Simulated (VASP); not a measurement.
An input for Quantum ESPRESSO's pw.x (written as the equivalent of a VASP run, and not itself run):

```
&CONTROL
  calculation = 'scf'
  pseudo_dir = './pseudo'
  outdir = './out'
  tprnfor = .true.
  tstress = .true.
/
&SYSTEM
  ibrav = 0
  nat = 3
  ntyp = 2
  ecutwfc = 70
  occupations = 'smearing'
  smearing = 'gaussian'
  degauss = 0.003675
  input_dft = 'pbesol'
/
&ELECTRONS
  conv_thr = 7.3e-09
  electron_maxstep = 100
/
ATOMIC_SPECIES
  Pb 207.200 Pb.upf
  I 126.904 I.upf
CELL_PARAMETERS angstrom
     2.2239943   -3.8520713    0.0000000
     2.2239943    3.8520713    0.0000000
     0.0000000   -0.0000000    6.8914347
ATOMIC_POSITIONS crystal
  Pb   0.0000000  0.0000000  0.0000000
  I    0.3333330  0.6666670  0.2655666
  I    0.6666670  0.3333330  0.7344334
K_POINTS automatic
  6 6 4 0 0 0
```

Problem. Write the VASP files for the same calculation (PBEsol).

Solution. This is not unique; one that fits is 
File POSCAR:
```
PbI2
1
    2.2239943322    -3.8520713325     0.0000000000
    2.2239943322     3.8520713325     0.0000000000
    0.0000000000    -0.0000000000     6.8914346640
Pb I
1 2
Direct
  0.0000000000   0.0000000000   0.0000000000
  0.3333330000   0.6666670000   0.2655665691
  0.6666670000   0.3333330000   0.7344334309
```

**INCAR**
```
! general
SYSTEM   =  PbI2
PREC     =  Accurate
ENCUT    =  480
LREAL    =  .FALSE.
LASPH    =  .TRUE.

! electronic loop
EDIFF    =  1E-7
NELM     =  100
ALGO     =  Normal
LMAXMIX  =  4

! smearing
ISMEAR   =  0
SIGMA    =  0.05

! functional
GGA      =  PS

! ions
ISIF     =  2

! output
LWAVE    =  .FALSE.
LCHARG   =  .FALSE.
```

**KPOINTS**
```
Automatic mesh
0
Gamma
6 6 4
0 0 0
```

POTCAR, in this order: Pb_d I (PBE.64 set). Program: vasp_std.

Limits of the translation: the potentials are each code's own (VASP's PAW set, PseudoDojo norm-conserving files in pw.x), so ENCUT and ecutwfc are chosen apart and not converted; conv_thr bounds pw.x's estimated SCF error, while EDIFF bounds the energy change between steps.

The compound is PbI2 in the 1T layered structure. This cell was strained or had an atom moved on purpose.
